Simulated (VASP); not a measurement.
Computed with PBEsol GGA, VASP's PBE PAW potentials (set 64) (plane waves; VASP 6.6.1).

Input for VASP

**INCAR**
```
# general
SYSTEM  = TaC(110) slab
PREC    = Normal
ENCUT   = 450
LREAL   = .False.
LASPH   = .True.

# electronic loop
EDIFF   = 1E-6
NELM    = 100   # most electronic steps
NELMIN  = 4
ALGO    = Normal   # blocked Davidson
LMAXMIX = 6

# smearing
ISMEAR  = 1   # Methfessel-Paxton
SIGMA   = 0.1   # width (eV)

# functional
GGA     = PS   # PBEsol

# output
LWAVE   = .False.
LCHARG  = .False.
LORBIT  = 11   # lm-projected
LVHAR   = .True.

# other
LDIPOL  = .True.
IDIPOL  = 3
DIPOL   = 0.5 0.5 0.5
```

File KPOINTS:
```
Automatic mesh
0
Gamma
9 6 1
0 0 0
```

**POSCAR**
```
TaC(110) slab
1
    3.1419552616     0.0000000000     0.0000000000
    0.0000000000     4.4433960873     0.0000000000
    0.0000000000     0.0000000000    24.3700240255
Ta C
6 6
Direct
  0.0000000000   0.0000000000   0.3459188915
  0.5000000000   0.5000000000   0.3992262705
  0.0000000000   0.0000000000   0.4665907509
  0.5000000000   0.5000000000   0.5334092491
  0.0000000000   0.0000000000   0.6007737295
  0.5000000000   0.5000000000   0.6540811085
  0.5000000000   0.0000000000   0.4026503785
  0.0000000000   0.5000000000   0.3375280849
  0.5000000000   0.0000000000   0.5321752259
  0.0000000000   0.5000000000   0.4678247741
  0.5000000000   0.0000000000   0.6624719151
  0.0000000000   0.5000000000   0.5973496215
```

POTCAR, in this order: Ta_pv C (PBE.64 set). Program: vasp_std. Read from the step before: WAVECAR.

**Question.** What will the output report for the number of irreducible k-points (NKPTS), largest plane-wave count, number of space-group operations, FFT grid (NGX, NGY, NGZ)?

**Answer.** 
```
Quantity                                       Result
--------------------------------------  -------------
number of irreducible k-points (NKPTS)             20
largest plane-wave count                         7453
number of space-group operations                    8
FFT grid (NGX, NGY, NGZ)                16 × 24 × 126
```

The cell is a thin slab with vacuum, built from TaC (rock salt): (110) face.
